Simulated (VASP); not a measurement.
An input for Ansatz (written as the equivalent of a VASP run, and not itself run):

Ansatz 0.2 input:
```yaml
crystal:
  lattice:
    - [0.0000000, 2.1194563, 2.1194563]
    - [2.1194563, 0.0000000, 2.1194563]
    - [2.1194563, 2.1194563, 0.0000000]
  atoms:
    - { symbol: N, position: [0.0000000, 0.0000000, 0.0000000] }
    - { symbol: Cu, position: [0.5000000, 0.5000000, 0.5000000] }
kpoints:
  mp_grid: { grid: [14, 14, 14] }
hamiltonian:
  xc: pbesol
  pseudopotentials: { kind: paw }
scf:
  occupations: { method: methfessel_paxton, width: 0.1 }
  max_iter: 100
output: { forces: true, stress: true, eigenvalues: true }
```

Task: Write the VASP files for the same calculation (PBEsol).

Result: This is not unique; one that fits is 
**INCAR**
```
SYSTEM=CuN
PREC=Accurate; ENCUT=600; LREAL=.False.
LASPH=.True.
EDIFF=1E-7; NELM=100; ALGO=Normal
LMAXMIX=4
ISMEAR=1; SIGMA=0.1
GGA=PS
ISIF=2
LWAVE=.False.; LCHARG=.False.
```

KPOINTS:
```
Automatic
0
Gamma
14 14 14
```

**POSCAR**
```
CuN
1
    0.0000000000     2.1194563161     2.1194563161
    2.1194563161     0.0000000000     2.1194563161
    2.1194563161     2.1194563161     0.0000000000
N Cu
1 1
Direct
  0.0000000000   0.0000000000   0.0000000000
  0.5000000000   0.5000000000   0.5000000000
```

POTCAR, in this order: N Cu (PBE.64 set). Program: vasp_std.

The two are equivalent in intent, not identical: each code has its own PAW files, so the cut-off isn't converted (ENCUT is set for VASP's; basis.ecutwfc is left out, and Ansatz then takes the one that its files recommend); Ansatz stops its SCF on the density residual and VASP on the energy change (EDIFF).

The structure was generated: CuN was put into the rocksalt type (Fm-3m), which need not be its known phase. This cell was strained or had an atom moved on purpose.
